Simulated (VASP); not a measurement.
# MnO2: structure and properties in VASP

Wanted: the relaxed cell of MnO2 and its properties. The steps: relaxing cell and atoms (PBE + U), second relaxation, single point with fields (PBE + U), band structure (PBE + U), total and projected DOS (PBE + U), band structure (TB-mBJ + U), volume scan with PBE + U and fit for PBE + U. The start is a computed cell from the Materials Project.

Method: PBE, DFT+U (Mn d 1 eV), spin-polarised from a ferromagnetic start; plane waves and PAW (Mn_pv, O), in VASP 6.6.1.

**What experiment says.**

“Local electronic structure of dilute hydrogen in beta-MnO2” (2024, arxiv:2401.02109) quotes from earlier work for MnO2, rutile (bulk crystal): moment of Mn (ordered Mn moment in helical phase) 2.34 μB [Earlier experimental value quoted in discussion; measurement temperature and sample not …].

## 1. The starting structure

Before any relaxation, the start is as follows. Symmetry: P4_2/mnm, No. 136, tetragonal system. The conventional cell has a = 4.400 Å, b = 4.400 Å, c = 2.867 Å, α = 90.00°, β = 90.00°, γ = 90.00°. Mn has 6 O at 1.88 to 1.90 Å nearest. O has 3 Mn at 1.88 to 1.90 Å nearest. Farther neighbours and most contacts between anions are not listed.

As a file:

```xyz
6
Lattice="4.4004 0.0000 0.0000 0.0000 4.4004 0.0000 0.0000 0.0000 2.8671" Properties=species:S:1:pos:R:3 pbc="T T T"
Mn    2.2002    2.2002    1.4335
Mn    0.0000    0.0000    0.0000
O     3.5420    0.8585    1.4335
O     3.0587    3.0587    0.0000
O     0.8585    3.5420    1.4335
O     1.3418    1.3418    0.0000
```

## 2. Relaxing cell and atoms (PBE + U)

The start need not lie at this functional's minimum. ISIF = 3 frees volume, shape and positions, and EDIFFG sets the threshold on forces and stress at which the search stops. PBE, the usual starting point, adds the gradient of the density. A Hubbard U penalises fractional filling of the localised shell, which semilocal functionals favour.

INCAR reads:

```
SYSTEM = MnO2
PREC = Accurate
ENCUT = 520
EDIFF = 1E-06
NELM = 100
ISMEAR = 0
SIGMA = 0.05
LREAL = .FALSE.
ALGO = Normal
GGA = PE
NBANDS = 34
ISPIN = 2
MAGMOM = 4 4 0 0 0 0
LDAU = .TRUE.
LDAUTYPE = 2
LDAUL = 2 -1
LDAUU = 1 0
LDAUJ = 0 0
LDAUPRINT = 1
LASPH = .TRUE.
LMAXMIX = 4
LORBIT = 11
LWAVE = .FALSE.
LCHARG = .FALSE.
KPAR = 2
IBRION = 2
NSW = 60
ISIF = 3
EDIFFG = -0.01
```

POSCAR reads:

```
MnO2
1.0
    4.4004184607      0.0000000000      0.0000000000
    0.0000000000      4.4004184607      0.0000000000
    0.0000000000      0.0000000000      2.8670779400
Mn O
2 4
Direct
    0.5000000000      0.5000000000      0.5000000000
    0.0000000000      0.0000000000      0.0000000000
    0.8049161500      0.1950838500      0.5000000000
    0.6950838500      0.6950838500      0.0000000000
    0.1950838500      0.8049161500      0.5000000000
    0.3049161500      0.3049161500      0.0000000000
```

KPOINTS reads:

```
Automatic mesh
0
Gamma
5 5 7
0 0 0
```

PAW data sets: Mn_pv and O (PBE family, release 64).

Launch:

```
$ mpirun -np 2 vasp_std
```

The log of the run:

```text
[banner, memory and clock lines left out]
running    2 mpi-ranks, on    1 nodes
 distrk:  each k-point on    1 cores,    2 groups
 distr:  one band on    1 cores,    1 groups

 POSCAR found type information on POSCAR MnO
 POSCAR found :  2 types and       6 ions
 LDA part: xc-table for (Slater+PW92), standard interpolation
 POSCAR, INCAR and KPOINTS ok, starting setup
 FFT: planning ... GRIDC
 FFT: planning ... GRID_SOFT
 FFT: planning ... GRID
 WAVECAR not read
 entering main loop
       N       E                     dE             d eps       ncg     rms          rms(c)
DAV:   1     0.633567622391E+03    0.63357E+03   -0.28249E+04  3368   0.179E+03
DAV:   2    -0.155027377204E+01   -0.63512E+03   -0.58083E+03  3576   0.515E+02
DAV:   3    -0.606634318528E+02   -0.59113E+02   -0.58216E+02  3400   0.168E+02
DAV:   4    -0.619223197449E+02   -0.12589E+01   -0.12547E+01  3480   0.252E+01
DAV:   5    -0.619372891676E+02   -0.14969E-01   -0.14962E-01  3508   0.295E+00    0.453E+01
DAV:   6    -0.546559583060E+02    0.72813E+01   -0.10120E+02  3768   0.104E+02    0.505E+01
DAV:   7    -0.486372512637E+02    0.60187E+01   -0.65657E+01  3402   0.105E+02    0.219E+01
DAV:   8    -0.469340287617E+02    0.17032E+01   -0.62461E+00  3416   0.233E+01    0.993E+00
DAV:   9    -0.462082643613E+02    0.72576E+00   -0.16353E+00  4264   0.164E+01    0.380E+00
DAV:  10    -0.462330306670E+02   -0.24766E-01   -0.32843E-01  3420   0.398E+00    0.219E+00
DAV:  11    -0.462289808626E+02    0.40498E-02   -0.33375E-02  3432   0.153E+00    0.827E-01
DAV:  12    -0.462286853453E+02    0.29552E-03   -0.47275E-03  3554   0.699E-01    0.343E-01
DAV:  13    -0.462280336903E+02    0.65166E-03   -0.79584E-04  3560   0.389E-01    0.138E-01
DAV:  14    -0.462279415137E+02    0.92177E-04   -0.65305E-04  3424   0.301E-01    0.361E-02
DAV:  15    -0.462279580931E+02   -0.16579E-04   -0.78723E-05  3380   0.578E-02    0.262E-02
DAV:  16    -0.462279570216E+02    0.10714E-05   -0.43462E-06  2928   0.201E-02    0.143E-02
DAV:  17    -0.462279563139E+02    0.70773E-06   -0.22090E-06  2176   0.202E-02
   1 F= -.46227956E+02 E0= -.46227781E+02  d E =-.462280E+02  mag=     6.0002
 curvature:   0.00 expect dE= 0.000E+00 dE for cont linesearch  0.000E+00
 trial: gam= 0.00000 g(F)=  0.332E-03 g(S)=  0.190E+00 ort = 0.000E+00 (trialstep = 0.100E+01)
 search vector abs. value=  0.190E+00
 bond charge predicted
       N       E                     dE             d eps       ncg     rms          rms(c)
DAV:   1    -0.493246918497E+02   -0.30967E+01   -0.47961E+01  3386   0.761E+01    0.193E+01
DAV:   2    -0.517851809423E+02   -0.24605E+01   -0.37152E+01  3358   0.844E+01    0.282E+01
DAV:   3    -0.466108610185E+02    0.51743E+01   -0.39576E+00  3710   0.306E+01    0.754E+00
DAV:   4    -0.462470465242E+02    0.36381E+00   -0.26986E+00  4088   0.150E+01    0.348E+00
DAV:   5    -0.462289077481E+02    0.18139E-01   -0.41515E-01  3348   0.589E+00    0.121E+00
DAV:   6    -0.462255524205E+02    0.33553E-02   -0.48155E-02  3632   0.152E+00    0.930E-01
DAV:   7    -0.462218207152E+02    0.37317E-02   -0.10821E-02  3430   0.119E+00    0.386E-01
DAV:   8    -0.462207974594E+02    0.10233E-02   -0.46056E-03  3824   0.470E-01    0.943E-02
DAV:   9    -0.462208597588E+02   -0.62299E-04   -0.74773E-04  3362   0.236E-01    0.411E-02
DAV:  10    -0.462208700333E+02   -0.10274E-04   -0.18615E-05  3412   0.406E-02    0.248E-02
DAV:  11    -0.462208685474E+02    0.14859E-05   -0.56319E-06  3084   0.183E-02    0.112E-02
DAV:  12    -0.462208689751E+02   -0.42770E-06   -0.23978E-06  2572   0.129E-02
   2 F= -.46220869E+02 E0= -.46220806E+02  d E =0.708734E-02  mag=     6.0101
[...]
3 F= -.46272199E+02 E0= -.46272047E+02  d E =-.442426E-01  mag=     6.0045
[...]
4 F= -.46272195E+02 E0= -.46272041E+02  d E =-.442388E-01  mag=     6.0044
 curvature:  -0.24 expect dE=-0.842E-03 dE for cont linesearch -0.344E-05
 ZBRENT: accuracy reached
 trial: gam= 0.01003 g(F)=  0.269E-02 g(S)=  0.881E-03 ort = 0.167E-02 (trialstep = 0.893E+00)
 search vector abs. value=  0.363E-02
 bond charge predicted
       N       E                     dE             d eps       ncg     rms          rms(c)
DAV:   1    -0.462766843727E+02   -0.44891E-02   -0.74116E-01  3264   0.554E+00    0.610E-01
DAV:   2    -0.462764652283E+02    0.21914E-03   -0.35176E-02  3548   0.218E+00    0.742E-01
DAV:   3    -0.462742928999E+02    0.21723E-02   -0.51686E-03  3692   0.107E+00    0.203E-01
DAV:   4    -0.462738428431E+02    0.45006E-03   -0.21520E-03  3408   0.288E-01    0.921E-02
DAV:   5    -0.462737993291E+02    0.43514E-04   -0.25036E-04  4054   0.155E-01    0.504E-02
DAV:   6    -0.462737928879E+02    0.64412E-05   -0.77830E-05  3362   0.858E-02    0.220E-02
DAV:   7    -0.462737923450E+02    0.54289E-06   -0.61329E-06  3514   0.175E-02
   5 F= -.46273792E+02 E0= -.46273619E+02  d E =-.159727E-02  mag=     6.0021
 trial-energy change:   -0.001597  1 .order   -0.001578   -0.003208    0.000052
 step:   0.8793(harm=  0.8788)  dis= 0.00353  next Energy=   -46.273793 (dE=-0.160E-02)
 reached required accuracy - stopping structural energy minimisation
```

Wall time 3.3 min (2 MPI ranks of AMD EPYC 7R43, shared host); peak memory 0.39 GiB.

The logs omit lines about the potential files and the build; timing stands in the text.

Parts of OUTCAR (step 2):

```text
ion  position               nearest neighbor table
   1  0.500  0.500  0.500-   4 1.88   6 1.88   4 1.88   6 1.88   5 1.90   3 1.90
   2  0.000  0.000  0.000-   3 1.88   5 1.88   3 1.88   5 1.88   4 1.90   6 1.90
   3  0.805  0.195  0.500-   2 1.88   2 1.88   1 1.90
   4  0.695  0.695  0.000-   1 1.88   1 1.88   2 1.90
   5  0.195  0.805  0.500-   2 1.88   2 1.88   1 1.90
   6  0.305  0.305  0.000-   1 1.88   1 1.88   2 1.90

  LATTYP: Found a simple tetragonal cell.
 ALAT       =     4.4004184607
 C/A-ratio  =     0.6515466576

 Subroutine GETGRP returns: Found 16 space group operations
 (whereof  8 operations were pure point group operations)

The static configuration has the point symmetry D_2h.
 The point group associated with its full space group is D_4h.

 Found     24 irreducible k-points:

   k-points           NKPTS =     24   k-points in BZ     NKDIM =     24   number of bands    NBANDS=     34

   dimension x,y,z NGX =    36 NGY =   36 NGZ =   24
   dimension x,y,z NGXF=    72 NGYF=   72 NGZF=   48

   ENCUT  =  520.0 eV  38.22 Ry    6.18 a.u.   8.18  8.18  5.33*2*pi/ulx,y,z

   NELECT =      50.0000    total number of electrons

 k-points in reciprocal lattice and weights: Automatic mesh
   0.00000000  0.00000000  0.00000000       0.006
   0.20000000  0.00000000  0.00000000       0.023
   0.40000000  0.00000000  0.00000000       0.023
   0.20000000  0.20000000  0.00000000       0.023
   0.40000000  0.20000000  0.00000000       0.046
   0.40000000  0.40000000  0.00000000       0.023
   0.00000000  0.00000000  0.14285714       0.011
   0.20000000  0.00000000  0.14285714       0.046
   0.40000000  0.00000000  0.14285714       0.046
[...]
0.40000000  0.20000000  0.42857143       0.091
   0.40000000  0.40000000  0.42857143       0.046

atom =   1  type =  1  l = 2

 onsite density matrix

spin component  1

  0.6040  0.0000 -0.1969  0.0000 -0.0000
  0.0000  0.7133  0.0000 -0.2385  0.0000
 -0.1969  0.0000  0.8233  0.0000  0.0000
  0.0000 -0.2385  0.0000  0.7133  0.0000
 -0.0000  0.0000  0.0000  0.0000  0.9633

spin component  2

  0.2523  0.0000  0.1037  0.0000  0.0000
  0.0000  0.2507  0.0000  0.1056  0.0000
  0.1037  0.0000  0.1541  0.0000 -0.0000
  0.0000  0.1056  0.0000  0.2507  0.0000
  0.0000  0.0000 -0.0000  0.0000  0.1550

 occupancies and eigenvectors

  o =  0.0884  v =  0.0000  0.0000  0.0000  0.0000  0.0000 -0.5348  0.0000  0.8450  0.0000  0.0000      0.0000  0.0000  0.0000  0.0000  0.0000  0.0000  0.0000  0.0000  0.0000  0.0000
  o =  0.1451  v =  0.0000  0.0000  0.0000  0.0000  0.0000  0.0000 -0.7071  0.0000  0.7071 -0.0000      0.0000  0.0000  0.0000  0.0000  0.0000  0.0000  0.0000  0.0000  0.0000  0.0000
  o =  0.1550  v =  0.0000  0.0000  0.0000  0.0000  0.0000  0.0000  0.0000  0.0000  0.0000 -1.0000      0.0000  0.0000  0.0000  0.0000  0.0000  0.0000  0.0000  0.0000  0.0000  0.0000
  o =  0.3179  v =  0.0000  0.0000  0.0000  0.0000  0.0000 -0.8450  0.0000 -0.5348  0.0000 -0.0000      0.0000  0.0000  0.0000  0.0000  0.0000  0.0000  0.0000  0.0000  0.0000  0.0000
  o =  0.3563  v =  0.0000  0.0000  0.0000  0.0000  0.0000  0.0000 -0.7071  0.0000 -0.7071 -0.0000      0.0000  0.0000  0.0000  0.0000  0.0000  0.0000  0.0000  0.0000  0.0000  0.0000
  o =  0.4749  v =  0.0000  0.7071  0.0000  0.7071 -0.0000  0.0000  0.0000  0.0000  0.0000  0.0000      0.0000  0.0000  0.0000  0.0000  0.0000  0.0000  0.0000  0.0000  0.0000  0.0000
  o =  0.4883  v = -0.8621  0.0000 -0.5067  0.0000 -0.0000  0.0000  0.0000  0.0000  0.0000  0.0000      0.0000  0.0000  0.0000  0.0000  0.0000  0.0000  0.0000  0.0000  0.0000  0.0000
  o =  0.9391  v = -0.5067  0.0000  0.8621  0.0000  0.0000  0.0000  0.0000  0.0000  0.0000  0.0000      0.0000  0.0000  0.0000  0.0000  0.0000  0.0000  0.0000  0.0000  0.0000  0.0000
  o =  0.9518  v =  0.0000  0.7071  0.0000 -0.7071 -0.0000  0.0000  0.0000  0.0000  0.0000  0.0000      0.0000  0.0000  0.0000  0.0000  0.0000  0.0000  0.0000  0.0000  0.0000  0.0000
  o =  0.9633  v =  0.0000 -0.0000  0.0000  0.0000 -1.0000  0.0000  0.0000  0.0000  0.0000  0.0000      0.0000  0.0000  0.0000  0.0000  0.0000  0.0000  0.0000  0.0000  0.0000  0.0000

atom =   2  type =  1  l = 2

 onsite density matrix

spin component  1

  0.6040  0.0000  0.1969  0.0000 -0.0000
  0.0000  0.7133  0.0000  0.2385  0.0000
  0.1969  0.0000  0.8233  0.0000  0.0000
  0.0000  0.2385  0.0000  0.7133  0.0000
 -0.0000  0.0000  0.0000  0.0000  0.9633

spin component  2

  0.2523  0.0000 -0.1037  0.0000  0.0000
  0.0000  0.2507  0.0000 -0.1056  0.0000
 -0.1037  0.0000  0.1541  0.0000  0.0000
  0.0000 -0.1056  0.0000  0.2507  0.0000
  0.0000  0.0000  0.0000  0.0000  0.1550

 occupancies and eigenvectors

  o =  0.0884  v =  0.0000  0.0000  0.0000  0.0000  0.0000 -0.5348 -0.0000 -0.8450  0.0000  0.0000      0.0000  0.0000  0.0000  0.0000  0.0000  0.0000  0.0000  0.0000  0.0000  0.0000
  o =  0.1451  v =  0.0000  0.0000  0.0000  0.0000  0.0000  0.0000  0.7071  0.0000  0.7071  0.0000      0.0000  0.0000  0.0000  0.0000  0.0000  0.0000  0.0000  0.0000  0.0000  0.0000
  o =  0.1550  v =  0.0000  0.0000  0.0000  0.0000  0.0000 -0.0000  0.0000 -0.0000  0.0000 -1.0000      0.0000  0.0000  0.0000  0.0000  0.0000  0.0000  0.0000  0.0000  0.0000  0.0000
  o =  0.3179  v =  0.0000  0.0000  0.0000  0.0000  0.0000 -0.8450 -0.0000  0.5348  0.0000  0.0000      0.0000  0.0000  0.0000  0.0000  0.0000  0.0000  0.0000  0.0000  0.0000  0.0000
  o =  0.3563  v =  0.0000  0.0000  0.0000  0.0000  0.0000  0.0000  0.7071  0.0000 -0.7071  0.0000      0.0000  0.0000  0.0000  0.0000  0.0000  0.0000  0.0000  0.0000  0.0000  0.0000
  o =  0.4749  v =  0.0000  0.7071  0.0000 -0.7071 -0.0000  0.0000  0.0000  0.0000  0.0000  0.0000      0.0000  0.0000  0.0000  0.0000  0.0000  0.0000  0.0000  0.0000  0.0000  0.0000
  o =  0.4883  v =  0.8621  0.0000 -0.5067  0.0000  0.0000  0.0000  0.0000  0.0000  0.0000  0.0000      0.0000  0.0000  0.0000  0.0000  0.0000  0.0000  0.0000  0.0000  0.0000  0.0000
  o =  0.9391  v = -0.5067  0.0000 -0.8621  0.0000  0.0000  0.0000  0.0000  0.0000  0.0000  0.0000      0.0000  0.0000  0.0000  0.0000  0.0000  0.0000  0.0000  0.0000  0.0000  0.0000
  o =  0.9518  v =  0.0000 -0.7071  0.0000 -0.7071  0.0000  0.0000  0.0000  0.0000  0.0000  0.0000      0.0000  0.0000  0.0000  0.0000  0.0000  0.0000  0.0000  0.0000  0.0000  0.0000
  o =  0.9633  v =  0.0000  0.0000  0.0000  0.0000  1.0000  0.0000  0.0000  0.0000  0.0000  0.0000      0.0000  0.0000  0.0000  0.0000  0.0000  0.0000  0.0000  0.0000  0.0000  0.0000

 average (electrostatic) potential at core
       1 -71.1862       2 -71.1862       3 -70.2052       4 -70.2052       5 -70.2052
       6 -70.2052

 E-fermi :   4.7654

 spin component 1
 k-point     1 :       0.0000    0.0000    0.0000
  band No.  band energies     occupation
    ...
     25       3.9142      1.00000
     26       3.9142      1.00000
     27       4.4332      1.00000
     28       4.4608      1.00000
     29       4.6183      0.99998
     30       7.6152      0.00000
     31       7.6152      0.00000
     32       8.2032      0.00000
     33      12.4393      0.00000
     34      15.9183      0.00000

 k-point     2 :       0.2000    0.0000    0.0000
  band No.  band energies     occupation
    ...
     24       3.4835      1.00000
     25       3.5461      1.00000
     26       3.6929      1.00000
     27       4.3233      1.00000
     28       4.3451      1.00000
     29       5.4125      0.00000
     30       7.5314      0.00000
     31       7.5600      0.00000
     32       8.0348      0.00000
     33      12.9807      0.00000
    ...

 k-point     3 :       0.4000    0.0000    0.0000
  band No.  band energies     occupation
    ...
     24       3.2982      1.00000
     25       3.4438      1.00000
     26       3.5357      1.00000
     27       4.0959      1.00000
     28       4.1516      1.00000
     29       6.5333      0.00000
     30       7.4176      0.00000
     31       7.4479      0.00000
     32       7.4724      0.00000
     33      14.1977      0.00000
    ...

 k-point     4 :       0.2000    0.2000    0.0000
  band No.  band energies     occupation
    ...
     24       3.0385      1.00000
     25       3.5829      1.00000
     26       3.8610      1.00000
     27       4.2252      1.00000
     28       4.5472      1.00000
     29       5.5556      0.00000
     30       7.4326      0.00000
     31       7.6036      0.00000
     32       7.8278      0.00000
     33      13.4772      0.00000
    ...

 k-point     5 :       0.4000    0.2000    0.0000
  band No.  band energies     occupation
    ...
     24       2.9746      1.00000
     25       3.3280      1.00000
     26       3.4005      1.00000
     27       4.3548      1.00000
     28       4.5174      1.00000
     29       6.3153      0.00000
     30       7.2067      0.00000
     31       7.4265      0.00000
     32       7.5334      0.00000
     33      14.5908      0.00000
    ...

 k-point     6 :       0.4000    0.4000    0.0000
  band No.  band energies     occupation
    ...
     24       2.9593      1.00000
     25       2.9697      1.00000
     26       3.1278      1.00000
     27       4.6775      0.99354
     28       4.7292      0.84701
     29       6.1541      0.00000
     30       6.5923      0.00000
     31       7.5238      0.00000
     32       7.5854      0.00000
     33      15.4825      0.00000
    ...

  Total        0.0541762      0.0541762      0.0388579      0.0000000      0.0000000      0.0000000
  in kB        1.5127883      1.5127883      1.0850499      0.0000000      0.0000000      0.0000000
  external PRESSURE =       1.3702088 kB  Pullay stress =       0.0000000 kB

  energy-cutoff  :      520.00
  volume of cell :       57.38
      direct lattice vectors                 reciprocal lattice vectors
     4.451568930  0.000000000  0.000000000     0.224639900  0.000000000  0.000000000
    -0.000000000  4.451568930  0.000000000    -0.000000000  0.224639900  0.000000000
     0.000000000  0.000000000  2.895438843     0.000000000  0.000000000  0.345370790

 POSITION                                       TOTAL-FORCE (eV/Angst)
 -----------------------------------------------------------------------------------
      2.22578      2.22578      1.44772        -0.000000      0.000000      0.000000
      4.45157      0.00000      0.00000        -0.000000      0.000000      0.000000
      3.58605      0.86552      1.44772        -0.005618      0.005618     -0.000000
      3.09130      3.09130      0.00000         0.005618      0.005618     -0.000000
      0.86552      3.58605      1.44772         0.005618     -0.005618      0.000000
      1.36026      1.36026      2.89544        -0.005618     -0.005618      0.000000
 -----------------------------------------------------------------------------------
    total drift:                                0.000000      0.000000     -0.000000

  FREE ENERGIE OF THE ION-ELECTRON SYSTEM (eV)
  ---------------------------------------------------
  free  energy   TOTEN  =       -46.2737923450 eV

  energy  without entropy=      -46.2734450432  energy(sigma->0) =      -46.27361869

 reached required accuracy - stopping structural energy minimisation

 total charge
# of ion       s       p       d       tot
------------------------------------------
    1        0.342   6.443   4.848  11.633
    2        0.342   6.443   4.848  11.633
    3        1.569   3.453   0.000   5.022
    4        1.569   3.453   0.000   5.022
    5        1.569   3.453   0.000   5.022
    6        1.569   3.453   0.000   5.022
--------------------------------------------------
tot          6.959  26.700   9.695  43.355

 magnetization (x)
# of ion       s       p       d       tot
------------------------------------------
    1        0.018   0.028   2.753   2.799
    2        0.018   0.028   2.753   2.799
    3       -0.000   0.054   0.000   0.054
    4       -0.000   0.054   0.000   0.054
    5       -0.000   0.054   0.000   0.054
    6       -0.000   0.054   0.000   0.054
--------------------------------------------------
tot          0.036   0.271   5.506   5.813

[... 6 further parts left out ...]
```

CONTCAR:

```
MnO2
   1.00000000000000
     4.4515689295647887    0.0000000000000000    0.0000000000000000
    -0.0000000000000000    4.4515689295647887    0.0000000000000000
     0.0000000000000000    0.0000000000000000    2.8954388431447593
  Mn              O
     2     4
Direct
     0.5000000000000000    0.5000000000000000    0.5000000000000000
     1.0000000000000000    0.0000000000000000    0.0000000000000000
     0.8055697410148531    0.1944302589851468    0.5000000000000000
     0.6944302589851469    0.6944302589851469    0.0000000000000000
     0.1944302589851468    0.8055697410148531    0.5000000000000000
     0.3055697410148532    0.3055697410148532    1.0000000000000000
```

The magnetic state follows from one typed start and may not be the lowest. Experiment finds antiferromagnetic order in this phase (a transition is listed at 92.7 K, arxiv:2401.02109), so this ferromagnetic run describes another state. The k-mesh is coarse for a metal. The electron count would fill whole bands, but the bands touch or overlap. That can be a semimetal, a small gap that the functional closes or, with several bands partly filled, an ordinary metal. The run keeps the 16 symmetry operations of its start, so it cannot find a distortion of lower symmetry.

(Part 1 of 9 ends here.)

[Lines on the potential files, build, host, timing and source positions are cut from VASP's logs without a mark.]

[Logs are printed without paths, hosts, clocks, repeated set-up lines and the standing remarks that a program may print on its own settings, such as how far it seeks lower states.]

[Hosts, paths, dates, database ids (printed as entryN), source tags and the programs' standing remarks are cut or masked in the printed files.]

[A measured line is paired with the nearest computed mode of its activity, which favours agreement.]

[In band tables of VASP the shares of atoms and orbitals are scaled to a sum of 1 inside the atoms' spheres.]
